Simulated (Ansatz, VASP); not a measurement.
# Cross-check of W (W wire along [110], 11 atoms a period) between VASP and Ansatz

One calculation is typed for both programs; each brings its own data sets. How far apart do they land? Of the first pair: The structure shown is the start of the Ansatz relaxation below; VASP solves that cell, so the two are compared at the walk's first step.

Main program and level: Ansatz 0.2.0; plane waves, with VASP 6.6.1 beside it; single point at PBE.

## 1. The starting structure

The cell holds 11 atoms: 11 W. Its edges and angles: a = 13.140 Å, b = 11.283 Å, c = 4.483 Å, α = 90.0°, β = 90.0°, γ = 90.0°. Vacuum lies along a and b. The structure's axis is c.

Structure file:

```cif
data_structure
_symmetry_space_group_name_H-M 'P 1'
_symmetry_Int_Tables_number 1
_cell_length_a 13.1400
_cell_length_b 11.2830
_cell_length_c 4.4831
_cell_angle_alpha 90.000
_cell_angle_beta 90.000
_cell_angle_gamma 90.000
_cell_volume 664.65
loop_
_atom_site_label
_atom_site_type_symbol
_atom_site_fract_x
_atom_site_fract_y
_atom_site_fract_z
_atom_site_occupancy
W1 W 0.25875 0.50000 0.00000 1
W2 W 0.37938 0.69867 0.00000 1
W3 W 0.50000 0.50000 0.00000 1
W4 W 0.62062 0.69867 0.00000 1
W5 W 0.74125 0.50000 0.00000 1
W6 W 0.37938 0.50000 0.50000 1
W7 W 0.50000 0.30134 0.50000 1
W8 W 0.50000 0.69867 0.50000 1
W9 W 0.62062 0.50000 0.50000 1
W10 W 0.37938 0.30134 0.00000 1
W11 W 0.62062 0.30134 0.00000 1
```

## 2. Ansatz: relaxation, PBE

Ansatz runs on its PAW soft_1 files.

The two programs are compared at the cell with which this relaxation starts, whose forces are those of its first step.

The input, input.yaml:

```yaml
crystal:
  lattice:
    - [13.14, 0.0, 0.0]
    - [0.0, 11.283, 0.0]
    - [0.0, 0.0, 4.4830569927]
  atoms:
    - { symbol: W, position: [0.258751903, 0.500002526, 0.0] }
    - { symbol: W, position: [0.379375951, 0.698666755, 0.0] }
    - { symbol: W, position: [0.5, 0.500002526, 0.0] }
    - { symbol: W, position: [0.620624049, 0.698666755, 0.0] }
    - { symbol: W, position: [0.741248097, 0.500002526, 0.0] }
    - { symbol: W, position: [0.379375951, 0.500002526, 0.5] }
    - { symbol: W, position: [0.5, 0.301338297, 0.5] }
    - { symbol: W, position: [0.5, 0.698666755, 0.5] }
    - { symbol: W, position: [0.620624049, 0.500002526, 0.5] }
    - { symbol: W, position: [0.379375951, 0.301338297, 0.0] }
    - { symbol: W, position: [0.620624049, 0.301338297, 0.0] }
kpoints:
  mp_grid: { grid: [1, 1, 18] }
scf:
  occupations: { method: fermi_dirac, width: 0.05 }
hamiltonian:
  xc: pbe
  pseudopotentials: { kind: paw, azcp: { folder: soft_1 } }
relax:
  cell: { fix: [a, b, alpha, beta, gamma] }
  max_steps: 45
  f_tol: 0.03
```

The run is started by

```sh
> ansatz run input.yaml --threads 4 --pin off --max-ram 16384MiB --backend cpu --events-out ev --progress --plain --runs-dir out
```

Numbers of over 12 decimals in the logs are rounded to 6 here.

Output:

```text
Engine: ansatz 0.2.0, x86_64-unknown-linux-gnu
Pseudopotentials: kind: paw
Pseudopotential: W, paw, valence charge 14, recommended cutoff 420 eV (normal), soft_1/W.paw.azcp
Functional definition: PBE
  parameter kappa = 0.804
  parameter beta = 0.066725
  exchange = pbe_x(kappa = kappa, mu = beta*pi^2/3)
  correlation = pbe_c(beta = beta)
Crystal: 11 atoms, lattice volume = 664.652 Å³
Basis set: ecut = 420 eV, 12993 PW (Γ), exchange–correlation on 180×160×60 points (8 copies of the dense FFT grid, shifted against one another)
Bands: 93, of which v1, the nominal top of the filled ones, is band 77 counted from 1 (76 counted from 0)
Symmetry: 8 space group operations
Space group: Pmmm (ITA 47), of the structure as read, at distance tolerance 8.7e-5 Å
k-points: 10 of 18
Non-local potential: W, projectors of the file, l = 0: 3, l = 1: 2, l = 2: 2, l = 3: 1
PAW form: soft (Blöchl's): semilocal exchange-correlation on the pseudo side does not see the compensation charge
PAW one-centre angular grid: W, 590 points (default); XC on 64 Gauss nodes
Initial density: superposition of atomic densities (neutral atoms: chi_scale 0, normalization atom)
Initial wavefunctions: pseudopotential atomic-orbital guess
Functional: x = pbe(κ = 0.804, μ = 0.219515), c = pbe(β = 0.066725)
SCF iter   1: F=—  HF=-114230.849891 eV  |F-HF|=—  |Δ(HF+E_count)|=         —  Δρ=4.48e-2  dr2=7.09e1  ethr=3.10e-3  ⟨swp⟩=11.2  Hψ=4205  notcnv=0
preconditioner: auto → LDOS  [metal: Δε(μ)=0.011 eV  Ē_g=4.165 eV  σ=0.050 eV  W_gap=0.05  n_scr=112 (ndim 8)  ℏωp=11.7 eV  f_vac=0.527  D(μ)=10.02/eV (n_scr^D=48)  β→1.0]
SCF iter   2: F=—  HF=-114234.291802 eV  |F-HF|=—  |Δ(HF+E_count)|=    3.44e0  Δρ=6.29e-2  dr2=1.97e2  ethr=3.10e-3  ⟨swp⟩=6.5  Hψ=3196  notcnv=0  recentre
SCF iter   3: F=—  HF=-114221.368009 eV  |F-HF|=—  |Δ(HF+E_count)|=    1.29e1  Δρ=1.67e-2  dr2=1.13e1  ethr=3.10e-3  ⟨swp⟩=5.2  Hψ=2569  notcnv=0  defer=8
SCF iter   4: F=—  HF=-114220.052073 eV  |F-HF|=—  |Δ(HF+E_count)|=    1.32e0  Δρ=5.75e-3  dr2=8.52e-1  ethr=3.10e-3  ⟨swp⟩=4.0  Hψ=1624  notcnv=0
SCF iter   5: F=—  HF=-114219.995953 eV  |F-HF|=—  |Δ(HF+E_count)|=   5.61e-2  Δρ=2.96e-3  dr2=1.91e-1  ethr=5.53e-4  ⟨swp⟩=3.5  Hψ=1488  notcnv=0
SCF iter   6: F=—  HF=-114219.984678 eV  |F-HF|=—  |Δ(HF+E_count)|=   1.13e-2  Δρ=1.23e-3  dr2=2.27e-2  ethr=1.24e-4  ⟨swp⟩=2.5  Hψ=1440  notcnv=0
SCF iter   7: F=—  HF=-114219.984847 eV  |F-HF|=—  |Δ(HF+E_count)|=   1.69e-4  Δρ=5.02e-4  dr2=4.41e-3  ethr=1.47e-5  ⟨swp⟩=2.4  Hψ=1451  notcnv=0
SCF iter   8: F=—  HF=-114219.984866 eV  |F-HF|=—  |Δ(HF+E_count)|=   1.89e-5  Δρ=1.94e-4  dr2=5.66e-4  ethr=2.86e-6  ⟨swp⟩=2.2  Hψ=1273  notcnv=0
SCF iter   9: F=—  HF=-114219.984940 eV  |F-HF|=—  |Δ(HF+E_count)|=   7.48e-5  Δρ=1.09e-4  dr2=1.89e-4  ethr=3.68e-7  ⟨swp⟩=2.5  Hψ=1352  notcnv=0
SCF iter  10: F=—  HF=-114219.984931 eV  |F-HF|=—  |Δ(HF+E_count)|=   9.42e-6  Δρ=2.69e-5  dr2=1.15e-5  ethr=1.23e-7  ⟨swp⟩=2.2  Hψ=1265  notcnv=0
SCF iter  11: F=—  HF=-114219.984556 eV  |F-HF|=—  |Δ(HF+E_count)|=   3.75e-4  Δρ=1.17e-5  dr2=1.65e-6  ethr=7.47e-9  ⟨swp⟩=3.0  Hψ=1457  notcnv=0
SCF iter  12: F=—  HF=-114219.984557 eV  |F-HF|=—  |Δ(HF+E_count)|=   5.70e-7  Δρ=5.51e-6  dr2=5.00e-7  ethr=1.07e-9  ⟨swp⟩=2.1  Hψ=1304  notcnv=0
SCF iter  13: F=-114219.984557 eV  HF=-114219.984557 eV  |F-HF|=3.78e-8  |Δ(HF+E_count)|=   6.81e-8  Δρ=1.67e-6  dr2=6.83e-8  ethr=6.49e-11  ⟨swp⟩=4.1  Hψ=3425  notcnv=0
SCF 1 converged in 13 iterations: F = -114219.984557 eV  dr2 = 6.83e-8
  greatest PAW one-centre occupation: 0.999 electrons in one spin orbital (limit 2), on the W atom at site 2 (counted from 0), in its partial waves of l = 0
relax step   1: F+E_penalty+E_count = -114219.98455659 eV  Δ(F+E_penalty+E_count) = +0.000e0 eV  max|allowed force component| = 3.715e0 eV/Å  Δτ_max = 0.0000 Å  P = -7.212 GPa  Ω = 664.652 Å³  fix = [a, b, alpha, beta, gamma]  reactions: a -6.724, b -7.396 GPa  (13 SCF iters, dr2 threshold 1.00e-7 eV, accepted)
[...]
relax step   4: F+E_penalty+E_count = -114222.65731249 eV  Δ(F+E_penalty+E_count) = -7.054e-2 eV  max|allowed force component| = 1.346e-1 eV/Å  Δτ_max = 0.0656 Å  P = +0.036 GPa  Ω = 648.230 Å³  energy of the carried Pulay correction = +2.047e-3 eV  fix = [a, b, alpha, beta, gamma]  reactions: a +0.044, b +0.062 GPa  (8 SCF iters, dr2 threshold 1.10e-6 eV, accepted)
[...]
relax step   5: F+E_penalty+E_count = -114222.66126601 eV  Δ(F+E_penalty+E_count) = -3.954e-3 eV  max|allowed force component| = 5.422e-2 eV/Å  Δτ_max = 0.0103 Å  P = -0.100 GPa  Ω = 648.308 Å³  energy of the carried Pulay correction = +2.037e-3 eV  fix = [a, b, alpha, beta, gamma]  reactions: a -0.023, b -0.172 GPa  (6 SCF iters, dr2 threshold 1.10e-6 eV, accepted)
[...]
relax step   6: F+E_penalty+E_count = -114222.66210102 eV  Δ(F+E_penalty+E_count) = -8.350e-4 eV  max|allowed force component| = 6.005e-3 eV/Å  Δτ_max = 0.0049 Å  P = -0.075 GPa  Ω = 647.946 Å³  energy of the carried Pulay correction = +2.083e-3 eV  fix = [a, b, alpha, beta, gamma]  reactions: a +0.007, b -0.200 GPa  (7 SCF iters, dr2 threshold 1.84e-7 eV, accepted)
[...]
relax step   7: F+E_penalty+E_count = -114222.65997330 eV  Δ(F+E_penalty+E_count) = +2.128e-3 eV  max|allowed force component| = 5.877e-3 eV/Å  Δτ_max = 0.0000 Å  P = -0.074 GPa  Ω = 647.946 Å³  fix = [a, b, alpha, beta, gamma]  reactions: a +0.010, b -0.198 GPa  stress off target by 3.51e-2 GPa on what of the cell is left free  SCF on the basis re-selected at this cell (its energy is not comparable with the rows above)  (7 SCF iters)
basis re-selected at this cell: Δ(F+E_penalty+E_count) = +2.128e-3 eV, ΔP = +0.001 GPa vs the last step (what re-selecting the basis moved, of the pressure what is left beyond the Pulay correction that the steps carried, after the strain that the cell walked since its last selection, with what the two solves' SCF thresholds leave and, on support functions, any second-order correction that the steps lacked; it is no m [...]
SCF converged after 7 iterations
Free energy (F): -114222.659973 eV
Harris-Foulkes:  -114222.659973 eV  (|F-HF|=0.00e0)
Internal energy: -114222.554690 eV  (E = F + TS)
E sigma→0 (E₀):  -114222.607332 eV
Entropy (-TS):   -0.105283 eV (-9.571 meV/atom)
Fermi energy:    3.456488 eV
--- Per-component energies (eV) ---
  E_band       = -3801.692090
  E_kinetic    = 4636.967259
  E_local      = -61943.094125  (includes V_loc(G=0)·N_el)
  E_nonlocal   = -266.064424
  E_hartree    = 29041.086254
  E_xc         = -2925.957411
  E_vxc        = -2519.044830  (∫ρ·V_xc dr)
  E_paw        = -94359.539210  (= ΣΔE_a)
  E_vpaw       = -1792.629568  (= ΣTr[D̂ρ^β])
  E_aug_tail   = 0.001669  (compensation charges beyond the density's cutoff)
  E_ewald      = 11594.045297
  E_smearing   = -0.105283  (= −TS)
  E_closure    = -0.000000  (closes the sum)
  Σ components = -114222.659973   (vs F -114222.659973, Δ=0.00e0)
--- Forces (eV/Å), atoms counted from 1 ---
  atom   1  W     -0.00360142     0.00000000     0.00000000
  atom   2  W     -0.00452475     0.00515386     0.00000000
  atom   3  W      0.00000000     0.00000000     0.00000000
  atom   4  W      0.00452475     0.00515386     0.00000000
  atom   5  W      0.00360142     0.00000000     0.00000000
  atom   6  W     -0.00016651     0.00000000     0.00000000
  atom   7  W      0.00000000     0.00587743     0.00000000
  atom   8  W      0.00000000    -0.00587743     0.00000000
  atom   9  W      0.00016651     0.00000000     0.00000000
  atom  10  W     -0.00452475    -0.00515386     0.00000000
  atom  11  W      0.00452475    -0.00515386     0.00000000
  max |Σ_I F_I| component: 3.47e-18 eV/Å
--- Stress (GPa, compression-positive) ---
        0.009971       0.000000       0.000000
        0.000000      -0.197703       0.000000
        0.000000       0.000000      -0.035086
  P = ⅓ Tr σ = -0.0743 GPa (-0.743 kbar)
--- Relaxed structure (6 steps of the walk, 6 accepted, 1 SCFs on fresh bases) ---
  F+E_penalty+E_count = -114222.65997330 eV   max|allowed force component| = 5.877e-3 eV/Å   (the final SCF, on the basis selected at the relaxed cell)
  cell:  # Å, volume = 647.9461 Å³
    - [13.14, 0.0, 0.0]
    - [0.0, 11.283, 0.0]
    - [0.0, 0.0, 4.370377]
  atoms:
    - { symbol: W, position: [0.274480, 0.500002526, 0.0] }
    - { symbol: W, position: [0.388094, 0.688504, 0.0] }
    - { symbol: W, position: [0.5, 0.500002526, 0.0] }
    - { symbol: W, position: [0.611906, 0.688504, 0.0] }
    - { symbol: W, position: [0.725520, 0.500002526, 0.0] }
    - { symbol: W, position: [0.372205, 0.500002526, 0.5] }
    - { symbol: W, position: [0.5, 0.316866, 0.5] }
    - { symbol: W, position: [0.5, 0.683139, 0.5] }
    - { symbol: W, position: [0.627795, 0.500002526, 0.5] }
    - { symbol: W, position: [0.388094, 0.311501, 0.0] }
    - { symbol: W, position: [0.611906, 0.311501, 0.0] }
```

(Continued in part 2 of 2.)

[Lines on the potential files, build, host, timing and source positions are cut from VASP's logs without a mark.]

[Logs are printed without paths, hosts, clocks, repeated set-up lines and the standing remarks that a program may print on its own settings, such as how far it seeks lower states.]

[Hosts, paths, dates, database ids (printed as entryN), source tags and the programs' standing remarks are cut or masked in the printed files.]
